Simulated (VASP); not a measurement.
Crystal: Na2ZrS2.

```
Na Zr S
1.0
    -2.47618    2.47618    4.04035
     2.47618   -2.47618    4.04035
     2.47618    2.47618   -4.04035
Na Zr S
2 1 2
Cartesian
  0.0000 0.0000 2.8830
  0.0000 0.0000 5.1977
  0.0000 0.0000 0.0000
  0.0000 2.4762 2.0202
  2.4762 0.0000 2.0202
```

The cell was built by a generator and needn't be a form met in nature.

| Item | Value |
| --- | --- |
| Program | VASP 6.6.1 |
| Task | relaxation of cell and atoms |
| Functional | PBE |
| Potentials or basis | VASP PAW PBE potentials, release 64 (Na_pv, Zr_sv, S) |
| Cutoff | 600 eV |
| k mesh | 6 × 6 × 6 |
| Occupations | fermi-dirac, width 0.05 eV |
| Spin | no spin polarisation |
| Hubbard terms | Zr d U = 8 eV |

At the start: pressure 0.9 GPa; volume 19.82 Å³/atom.

Question: Where does the relaxation end?

Answer: Over 7 steps the energy falls by 11.5 meV/atom and the volume is 20.22 Å³/atom (+2.0 %); space group I4/mmm (No. 139, to 0.05 Å).

Step by step:
```csv
step,energy change (eV),largest force (eV/Å),pressure (GPa),volume (Å³)
1,0.0000,0.2104,0.90,99.09
2,-0.0553,0.0419,0.19,100.66
3,-0.0576,0.0025,0.02,101.08
4,-0.0576,0.0064,0.03,101.04
5,-0.0576,0.0036,0.00,101.09
6,-0.0576,0.0049,0.01,101.08
7,-0.0576,0.0024,0.00,101.09
```

Final structure:
```xyz
5
Lattice="-2.4578 2.4578 4.1838 2.4578 -2.4578 4.1838 2.4578 2.4578 -4.1838" Properties=species:S:1:pos:R:3 pbc="T T T"
Na    0.0000    0.0000    2.9986
Na    0.0000    0.0000    5.3689
Zr    0.0000    0.0000    0.0000
S     0.0000    2.4578    2.0919
S     2.4578    0.0000    2.0919
```

Caveat: U without spin polarisation on a metal has little footing.
